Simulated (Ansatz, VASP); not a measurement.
## YbI2 in two plane-wave programs

Wanted: the spread between two codes on one cell, functional and k mesh. Of the first pair: The cell is taken from a series of runs on this material, whose earlier steps may have relaxed, scaled, displaced or heated it; both programs get it as it stands.

Program: Ansatz 0.2.0. Level of theory: plane waves, with VASP 6.6.1 beside it; relaxation of cell and atoms at PBEsol, DFT+U and zone-centre phonons at PBEsol, DFT+U. Results are calculated unless marked as measured.

**1. Starting point**

The structure is trigonal, space group P-3m1 (No. 164). Conventional cell: a = 4.418 Å, b = 4.418 Å, c = 7.129 Å, α = 90.00°, β = 90.00°, γ = 120.00°. Nearest to Yb lie 6 I at 3.11 Å. Nearest to I lie 3 Yb at 3.11 Å. Farther neighbours and most contacts between anions are not listed.

As a file:

```cif
data_structure
_symmetry_space_group_name_H-M 'P 1'
_symmetry_Int_Tables_number 1
_cell_length_a 4.4184
_cell_length_b 4.4184
_cell_length_c 7.1288
_cell_angle_alpha 90.000
_cell_angle_beta 90.000
_cell_angle_gamma 120.000
_cell_volume 120.52
loop_
_atom_site_label
_atom_site_type_symbol
_atom_site_fract_x
_atom_site_fract_y
_atom_site_fract_z
_atom_site_occupancy
Yb1 Yb 0.00000 0.00000 0.00000 1
I2 I 0.33333 0.66667 0.75101 1
I3 I 0.66667 0.33333 0.24899 1
```

**2. VASP: relaxation of cell and atoms, PBEsol, DFT+U, pair 1**

The relaxed volume is the usual yardstick between codes: in a stiff, nearly cubic crystal its relative difference is about their pressure difference at one cell divided by the bulk modulus.

Lines of VASP's logs that name or quote its potential files are left out, and so is its time.

INCAR

```
SYSTEM = YbI2
PREC = Accurate
ENCUT = 600
EDIFF = 1E-07
NELM = 200
ISMEAR = 0
SIGMA = 0.02
LREAL = .FALSE.
ALGO = Normal
GGA = PS
NBANDS = 25
LDAU = .TRUE.
LDAUTYPE = 2
LDAUL = 3 -1
LDAUU = 6 0
LDAUJ = 0 0
LDAUPRINT = 1
LASPH = .TRUE.
LMAXMIX = 6
LORBIT = 11
LWAVE = .FALSE.
LCHARG = .FALSE.
ISIF = 3
IBRION = 2
NSW = 80
EDIFFG = -0.005
GGA_COMPAT = .FALSE.
NELMIN = 4
EFERMI = MIDGAP
KPAR = 2
```

POSCAR

```
YbI2
1.0
    4.4183770000      0.0000000000      0.0000000000
   -2.2091890000      3.8264270000      0.0000000000
    0.0000000000      0.0000000000      7.1288090000
Yb I
1 2
Direct
    0.0000000000      0.0000000000      0.0000000000
    0.3333333652      0.6666665796      0.7510145103
    0.6666668611      0.3333334204      0.2489856300
```

KPOINTS

```
Automatic mesh
0
Gamma
6 6 4
0 0 0
```

PAW data sets: Yb and I (PBE family, release 64).

Started as:

```
$ mpirun -np 2 vasp_std
```

Numbers of over 12 decimals in the logs are rounded to 6 here.

The log of the run:

```text
[banner, memory and clock lines left out]
running    2 mpi-ranks, on    1 nodes
 distrk:  each k-point on    1 cores,    2 groups
 distr:  one band on    1 cores,    1 groups

 POSCAR found type information on POSCAR YbI
 POSCAR found :  2 types and       3 ions
|                                                                             |
|               ----> ADVICE to this user running VASP <----                  |
|                                                                             |
|     You enforced a specific xc type in the INCAR file but a different       |
|     [... a line on the potential file left out ...]
|     I HOPE YOU KNOW WHAT YOU ARE DOING!                                     |
|                                                                             |

 LDA part: xc-table for (Slater+PW92), standard interpolation
 POSCAR, INCAR and KPOINTS ok, starting setup
 FFT: planning ... GRIDC
 FFT: planning ... GRID_SOFT
 FFT: planning ... GRID
 WAVECAR not read
 entering main loop
       N       E                     dE             d eps       ncg     rms          rms(c)
DAV:   1     0.299493709287E+03    0.29949E+03   -0.15278E+04  1738   0.929E+03
DAV:   2     0.428314310474E+02   -0.25666E+03   -0.24818E+03  1768   0.951E+02
DAV:   3    -0.696931846222E+01   -0.49801E+02   -0.49516E+02  1755   0.190E+02
DAV:   4    -0.107552843791E+02   -0.37860E+01   -0.37700E+01  1999   0.487E+01
DAV:   5    -0.119565967825E+02   -0.12013E+01   -0.12004E+01  2288   0.193E+01    0.248E+01
DAV:   6    -0.113288456566E+02    0.62775E+00   -0.87602E+00  1688   0.269E+02    0.353E+01
DAV:   7    -0.114325956976E+02   -0.10375E+00   -0.15685E+00  2264   0.105E+01    0.481E+01
DAV:   8    -0.113470026685E+02    0.85593E-01   -0.46285E-01  1728   0.232E+01    0.349E+01
DAV:   9    -0.114702711210E+02   -0.12327E+00   -0.59093E-01  1960   0.300E+01    0.610E+01
DAV:  10    -0.114635113574E+02    0.67598E-02   -0.98774E-02  2032   0.490E+00    0.684E+01
DAV:  11    -0.115035385773E+02   -0.40027E-01   -0.22028E-02  2144   0.425E+00    0.876E+01
DAV:  12    -0.115884459179E+02   -0.84907E-01   -0.56213E-02  1832   0.781E+00    0.112E+02
DAV:  13    -0.115289835495E+02    0.59462E-01   -0.27343E-02  1944   0.509E+00    0.975E+01
DAV:  14    -0.114676710566E+02    0.61312E-01   -0.36773E-02  1816   0.632E+00    0.786E+01
[...]
DAV:  25    -0.113473091895E+02    0.26677E-05   -0.34848E-05  1966   0.114E-01    0.526E-01
DAV:  26    -0.113473086492E+02    0.54022E-06   -0.59502E-06  2022   0.410E-02    0.406E-01
DAV:  27    -0.113473075956E+02    0.10537E-05   -0.39529E-06  1989   0.492E-02    0.275E-01
DAV:  28    -0.113473070560E+02    0.53955E-06   -0.75317E-07  1686   0.109E-02    0.213E-01
DAV:  29    -0.113473066183E+02    0.43768E-06   -0.11569E-06  1796   0.132E-02    0.185E-01
DAV:  30    -0.113473063982E+02    0.22011E-06   -0.14876E-06  1956   0.319E-02    0.131E-01
DAV:  31    -0.113473065259E+02   -0.12765E-06   -0.22897E-07  1465   0.427E-03    0.122E-01
DAV:  32    -0.113473064834E+02    0.42461E-07   -0.71672E-08   924   0.139E-02
   1 F= -.11347306E+02 E0= -.11347306E+02  d E =-.113473E+02
[...]
2 F= -.11347486E+02 E0= -.11347486E+02  d E =-.179244E-03
[...]
3 F= -.11347495E+02 E0= -.11347495E+02  d E =-.188677E-03
[...]
4 F= -.11347496E+02 E0= -.11347496E+02  d E =-.189035E-03
 curvature:  -0.66 expect dE=-0.766E-05 dE for cont linesearch -0.500E-05
 ZBRENT: bracketing found
 ZBRENT: interpolating
 opt :   1.3391  next Energy=   -11.347499 (dE=-0.192E-03)
 bond charge predicted
       N       E                     dE             d eps       ncg     rms          rms(c)
DAV:   1    -0.113477646947E+02   -0.26923E-03   -0.19369E-03  2166   0.165E+00    0.102E+00
DAV:   2    -0.113475515524E+02    0.21314E-03   -0.28807E-03  1422   0.241E+00    0.549E-01
DAV:   3    -0.113475021041E+02    0.49448E-04   -0.38327E-04  1773   0.784E-01    0.146E-01
DAV:   4    -0.113474991096E+02    0.29946E-05   -0.37774E-05  2252   0.556E-02    0.202E-01
DAV:   5    -0.113474991675E+02   -0.57905E-07   -0.54199E-06  2235   0.268E-02    0.194E-01
DAV:   6    -0.113474983511E+02    0.81635E-06   -0.85758E-06  2062   0.864E-02    0.869E-02
DAV:   7    -0.113474983852E+02   -0.34073E-07   -0.31576E-06  1988   0.666E-02    0.332E-02
DAV:   8    -0.113474985187E+02   -0.13356E-06   -0.10317E-06  1935   0.498E-03    0.374E-02
DAV:   9    -0.113474985228E+02   -0.40163E-08   -0.36955E-08  1138   0.302E-03
   5 F= -.11347499E+02 E0= -.11347499E+02  d E =-.192039E-03
 curvature:  -0.46 expect dE=-0.146E-05 dE for cont linesearch -0.111E-11
 trial: gam= 0.01428 g(F)=  0.150E-07 g(S)=  0.318E-05 ort = 0.233E-07 (trialstep = 0.107E+01)
 search vector abs. value=  0.324E-05
 reached required accuracy - stopping structural energy minimisation
```

From OUTCAR (step 2):

```text
ion  position               nearest neighbor table
   1  0.000  0.000  0.000-   2 3.11   2 3.11   3 3.11   3 3.11   2 3.11   3 3.11
   2  0.333  0.667  0.751-   1 3.11   1 3.11   1 3.11
   3  0.667  0.333  0.249-   1 3.11   1 3.11   1 3.11

  LATTYP: Found a hexagonal cell.
 ALAT       =     4.4183770000
 C/A-ratio  =     1.6134451632

 Subroutine GETGRP returns: Found 12 space group operations
 (whereof 12 operations were pure point group operations)

The static configuration has the point symmetry D_3d.

 Found     24 irreducible k-points:

   k-points           NKPTS =     24   k-points in BZ     NKDIM =     24   number of bands    NBANDS=     25

   dimension x,y,z NGX =    36 NGY =   36 NGZ =   60
   dimension x,y,z NGXF=    72 NGYF=   72 NGZF=  120

   ENCUT  =  600.0 eV  44.10 Ry    6.64 a.u.   8.82  8.82 14.24*2*pi/ulx,y,z

   NELECT =      38.0000    total number of electrons

 k-points in reciprocal lattice and weights: Automatic mesh
   0.00000000  0.00000000  0.00000000       0.007
   0.16666667 -0.00000000  0.00000000       0.042
   0.33333333  0.00000000  0.00000000       0.042
   0.50000000  0.00000000  0.00000000       0.021
   0.16666667  0.16666667  0.00000000       0.042
   0.33333333  0.16666667  0.00000000       0.083
   0.33333333  0.33333333  0.00000000       0.014
   0.00000000  0.00000000  0.25000000       0.014
   0.16666667 -0.00000000  0.25000000       0.042
[...]
0.33333333  0.16666667  0.50000000       0.083
   0.33333333  0.33333333  0.50000000       0.014

atom =   1  type =  1  l = 3

 onsite density matrix

spin component  1

  0.9903 -0.0000  0.0000 -0.0012  0.0000 -0.0000 -0.0000
 -0.0000  0.9903 -0.0000  0.0000 -0.0002  0.0000 -0.0000
  0.0000 -0.0000  0.9896 -0.0000 -0.0000 -0.0002 -0.0000
 -0.0012  0.0000 -0.0000  0.9905 -0.0000  0.0000  0.0000
  0.0000 -0.0002 -0.0000 -0.0000  0.9896  0.0000  0.0000
 -0.0000  0.0000 -0.0002  0.0000  0.0000  0.9903  0.0000
 -0.0000 -0.0000 -0.0000  0.0000  0.0000  0.0000  0.9893

spin component  2

 occupancies and eigenvectors

  o =  0.9892  v =  0.7346 -0.0002 -0.0001  0.6785 -0.0003 -0.0001 -0.0000  0.0000  0.0000  0.0000  0.0000  0.0000  0.0000  0.0000      0.0000  0.0000  0.0000  0.0000  0.0000  0.0000  0.0000  0.0000  0.0000  0.0000  0.0000  0.0000  0.0000  0.0000
  o =  0.9892  v =  0.0000  0.0000  0.0000  0.0000  0.0000  0.0000  0.0000  0.7346 -0.0002 -0.0001  0.6785 -0.0003 -0.0001 -0.0000      0.0000  0.0000  0.0000  0.0000  0.0000  0.0000  0.0000  0.0000  0.0000  0.0000  0.0000  0.0000  0.0000  0.0000
  o =  0.9893  v = -0.0000  0.0000 -0.0003 -0.0000  0.0002 -0.0001 -1.0000  0.0000  0.0000  0.0000  0.0000  0.0000  0.0000  0.0000      0.0000  0.0000  0.0000  0.0000  0.0000  0.0000  0.0000  0.0000  0.0000  0.0000  0.0000  0.0000  0.0000  0.0000
  o =  0.9893  v =  0.0000  0.0000  0.0000  0.0000  0.0000  0.0000  0.0000 -0.0000  0.0000 -0.0003 -0.0000  0.0002 -0.0001 -1.0000      0.0000  0.0000  0.0000  0.0000  0.0000  0.0000  0.0000  0.0000  0.0000  0.0000  0.0000  0.0000  0.0000  0.0000
  o =  0.9895  v = -0.0002 -0.2051 -0.4946 -0.0002 -0.8358 -0.1214  0.0000  0.0000  0.0000  0.0000  0.0000  0.0000  0.0000  0.0000      0.0000  0.0000  0.0000  0.0000  0.0000  0.0000  0.0000  0.0000  0.0000  0.0000  0.0000  0.0000  0.0000  0.0000
  o =  0.9895  v =  0.0000  0.0000  0.0000  0.0000  0.0000  0.0000  0.0000 -0.0002 -0.2051 -0.4946 -0.0002 -0.8358 -0.1214  0.0000      0.0000  0.0000  0.0000  0.0000  0.0000  0.0000  0.0000  0.0000  0.0000  0.0000  0.0000  0.0000  0.0000  0.0000
  o =  0.9895  v = -0.0000 -0.1214  0.8358 -0.0000 -0.4946  0.2052 -0.0004  0.0000  0.0000  0.0000  0.0000  0.0000  0.0000  0.0000      0.0000  0.0000  0.0000  0.0000  0.0000  0.0000  0.0000  0.0000  0.0000  0.0000  0.0000  0.0000  0.0000  0.0000
  o =  0.9895  v =  0.0000  0.0000  0.0000  0.0000  0.0000  0.0000  0.0000 -0.0000 -0.1214  0.8358 -0.0000 -0.4946  0.2052 -0.0004      0.0000  0.0000  0.0000  0.0000  0.0000  0.0000  0.0000  0.0000  0.0000  0.0000  0.0000  0.0000  0.0000  0.0000
  o =  0.9904  v =  0.0002  0.8358 -0.1214 -0.0000 -0.2051  0.4946  0.0000  0.0000  0.0000  0.0000  0.0000  0.0000  0.0000  0.0000      0.0000  0.0000  0.0000  0.0000  0.0000  0.0000  0.0000  0.0000  0.0000  0.0000  0.0000  0.0000  0.0000  0.0000
  o =  0.9904  v =  0.0000  0.0000  0.0000  0.0000  0.0000  0.0000  0.0000  0.0002  0.8358 -0.1214 -0.0000 -0.2051  0.4946  0.0000      0.0000  0.0000  0.0000  0.0000  0.0000  0.0000  0.0000  0.0000  0.0000  0.0000  0.0000  0.0000  0.0000  0.0000
  o =  0.9904  v =  0.0000  0.4946  0.2052 -0.0000 -0.1214 -0.8358 -0.0000  0.0000  0.0000  0.0000  0.0000  0.0000  0.0000  0.0000      0.0000  0.0000  0.0000  0.0000  0.0000  0.0000  0.0000  0.0000  0.0000  0.0000  0.0000  0.0000  0.0000  0.0000
  o =  0.9904  v =  0.0000  0.0000  0.0000  0.0000  0.0000  0.0000  0.0000  0.0000  0.4946  0.2052 -0.0000 -0.1214 -0.8358 -0.0000      0.0000  0.0000  0.0000  0.0000  0.0000  0.0000  0.0000  0.0000  0.0000  0.0000  0.0000  0.0000  0.0000  0.0000
  o =  0.9916  v = -0.6785  0.0001 -0.0000  0.7346 -0.0000  0.0001  0.0000  0.0000  0.0000  0.0000  0.0000  0.0000  0.0000  0.0000      0.0000  0.0000  0.0000  0.0000  0.0000  0.0000  0.0000  0.0000  0.0000  0.0000  0.0000  0.0000  0.0000  0.0000
  o =  0.9916  v =  0.0000  0.0000  0.0000  0.0000  0.0000  0.0000  0.0000 -0.6785  0.0001 -0.0000  0.7346 -0.0000  0.0001  0.0000      0.0000  0.0000  0.0000  0.0000  0.0000  0.0000  0.0000  0.0000  0.0000  0.0000  0.0000  0.0000  0.0000  0.0000

 average (electrostatic) potential at core
       1 -32.0567       2 -93.2078       3 -93.2078

 E-fermi :   3.3827

 k-point     1 :       0.0000    0.0000    0.0000
  band No.  band energies     occupation
    ...
     15       1.9425      2.00000
     16       1.9681      2.00000
     17       2.1502      2.00000
     18       2.1502      2.00000
     19       2.1549      2.00000
     20       5.0424      0.00000
     21       6.0434      0.00000
     22       6.0434      0.00000
     23       6.0708      0.00000
     24       6.3597      0.00000
    ...

 k-point     2 :       0.1667   -0.0000    0.0000
  band No.  band energies     occupation
    ...
     15       1.9440      2.00000
     16       1.9660      2.00000
     17       2.0254      2.00000
     18       2.0893      2.00000
     19       2.0918      2.00000
     20       5.4356      0.00000
     21       5.9638      0.00000
     22       6.3773      0.00000
     23       6.4242      0.00000
     24       7.0832      0.00000
    ...

 k-point     3 :       0.3333    0.0000    0.0000
  band No.  band energies     occupation
    ...
     15       1.9412      2.00000
     16       1.9515      2.00000
     17       1.9560      2.00000
     18       2.0047      2.00000
     19       2.0362      2.00000
     20       4.8628      0.00000
     21       6.5199      0.00000
     22       7.2329      0.00000
     23       7.2900      0.00000
     24       7.6859      0.00000
    ...

 k-point     4 :       0.5000    0.0000    0.0000
  band No.  band energies     occupation
    ...
     15       1.9321      2.00000
     16       1.9425      2.00000
     17       1.9564      2.00000
     18       1.9892      2.00000
     19       2.0311      2.00000
     20       4.6104      0.00000
     21       6.5431      0.00000
     22       6.9858      0.00000
     23       7.9325      0.00000
     24       8.1220      0.00000
    ...

 k-point     5 :       0.1667    0.1667    0.0000
  band No.  band energies     occupation
    ...
     15       1.9428      2.00000
     16       1.9611      2.00000
     17       1.9830      2.00000
     18       1.9908      2.00000
     19       2.0320      2.00000
     20       5.7587      0.00000
     21       5.7695      0.00000
     22       6.6254      0.00000
     23       7.5132      0.00000
     24       7.7657      0.00000
    ...

 k-point     6 :       0.3333    0.1667    0.0000
  band No.  band energies     occupation
    ...
     15       1.9384      2.00000
     16       1.9501      2.00000
     17       1.9576      2.00000
     18       1.9776      2.00000
     19       1.9842      2.00000
     20       5.3545      0.00000
     21       6.4357      0.00000
     22       6.8241      0.00000
     23       7.5760      0.00000
     24       8.1553      0.00000
    ...

  Total        0.0071963      0.0071963     -0.0097154     -0.0000000      0.0000000     -0.0000000
  in kB        0.0960206      0.0960206     -0.1296329     -0.0000000      0.0000000     -0.0000000
  external PRESSURE =       0.0208027 kB  Pullay stress =       0.0000000 kB

  energy-cutoff  :      600.00
  volume of cell :      120.08
      direct lattice vectors                 reciprocal lattice vectors
     4.413813773  0.000000001  0.000000000     0.226561439  0.130805328  0.000000000
    -2.206907385  3.822475128 -0.000000000    -0.000000000  0.261610597 -0.000000000
    -0.000000000  0.000000000  7.117001465    -0.000000000  0.000000000  0.140508612

 POSITION                                       TOTAL-FORCE (eV/Angst)
 -----------------------------------------------------------------------------------
      0.00000      0.00000     -0.00000         0.000000     -0.000000      0.000000
      0.00000      2.54832      5.34649        -0.000000      0.000000     -0.000394
      2.20691      1.27416      1.77052         0.000000     -0.000000      0.000394
 -----------------------------------------------------------------------------------
    total drift:                               -0.000460     -0.000000     -0.000470

  FREE ENERGIE OF THE ION-ELECTRON SYSTEM (eV)
  ---------------------------------------------------
  free  energy   TOTEN  =       -11.3474985228 eV

  energy  without entropy=      -11.3474985228  energy(sigma->0) =      -11.34749852

 reached required accuracy - stopping structural energy minimisation

 total charge
# of ion       s       p       d       f       tot
--------------------------------------------------
    1        2.098   6.049   0.260  13.852  22.259
    2        1.499   2.826   0.011   0.000   4.336
    3        1.499   2.826   0.011   0.000   4.336
--------------------------------------------------
tot          5.097  11.701   0.282  13.852  30.932
```

CONTCAR:

```
YbI2
   1.00000000000000
     4.4138137726949127    0.0000000005962779    0.0000000000000000
    -2.2069073853146723    3.8224751280819054   -0.0000000000000000
    -0.0000000000000000    0.0000000000000000    7.1170014649879549
  Yb              I
     1     2
Direct
     0.0000000000000000    0.0000000000000000    0.0000000000000000
     0.3333333651999979    0.6666665795999975    0.7512273814159781
     0.6666668610999977    0.3333334204000025    0.2487727588840245
```

DFT+U on an f shell has many metastable occupations, and no search among them was made.

[end of part 1 of 3]

[Lines on the potential files, build, host, timing and source positions are cut from VASP's logs without a mark.]

[Logs are printed without paths, hosts, clocks, repeated set-up lines and the standing remarks that a program may print on its own settings, such as how far it seeks lower states.]

[Hosts, paths, dates, database ids (printed as entryN), source tags and the programs' standing remarks are cut or masked in the printed files.]
